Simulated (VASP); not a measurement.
Here is the system:

```yaml
crystal:
  lattice:
    - [3.90313, 0.00000, 0.00000]
    - [-1.95157, 3.38021, 0.00000]
    - [0.00000, 0.00000, 6.44437]
  atoms:
    - { symbol: Si, position: [0.66667, 0.33333, 0.87460] }
    - { symbol: Si, position: [0.33333, 0.66667, 0.37460] }
    - { symbol: Ge, position: [0.66667, 0.33333, 0.50040] }
    - { symbol: Ge, position: [0.33333, 0.66667, 0.00040] }
```

Computed with r2SCAN meta-GGA, VASP's PBE PAW potentials (set 64) (plane waves; VASP). Run with 400 eV cut-off, 7×7×4 Γ-centred mesh, tetrahedra with Blöchl corrections, potentials Si Ge_d.

Question: Give the energies of bands 13 to 21 at the high-symmetry points, in eV from the valence-band maximum.

Answer: 
```csv
band,Γ,M,K,A,L,H
13,-7.75,-8.35,-7.35,-4.69,-7.88,-8.07
14,-1.67,-6.63,-7.35,-4.69,-7.88,-8.07
15,-1.67,-4.92,-5.41,-1.02,-2.70,-4.67
16,-0.32,-3.33,-3.77,-1.02,-2.70,-4.67
17,0.00,-3.09,-3.77,-1.02,-2.64,-2.21
18,0.00,-1.61,-3.51,-1.02,-2.64,-2.21
19,0.77,0.66,1.27,1.58,0.93,1.69
20,1.95,2.34,5.23,1.58,0.93,1.69
21,2.23,3.56,5.23,3.34,2.12,4.11
```

The gap is indirect, 0.66 eV, from the valence maximum at Γ to the conduction minimum at M.

The structure comes from a computed database's SiGe entry (P6_3mc); how it stands against other phases isn't given here. It was relaxed first.
